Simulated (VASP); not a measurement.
Input:

```
CELL_PARAMETERS angstrom
      0.00000     3.26548     3.26548
      3.26548     0.00000     3.26548
      3.26548     3.26548     0.00000
ATOMIC_POSITIONS crystal
  Na 0.25000 0.25000 0.25000
  Na 0.75000 0.75000 0.75000
  S  0.00000 0.00000 0.00000
```

Computed with revPBE GGA, VASP's PBE PAW potentials (set 64) (plane waves; VASP). Numerical set-up: 520 eV cut-off, 6×6×6 Γ-centred mesh, Gaussian smearing of 0.050 eV, potentials Na_pv S.

Give the stress tensor in GPa (positive for a compressed cell).

```
1.77  0.00  0.00
0.00  1.77  0.00
0.00  0.00  1.77
```
The pressure is its mean diagonal, 1.77 GPa.

The compound is Na2S in the antifluorite structure. This cell is one point of a volume scan, at 0.94 of the reference volume.
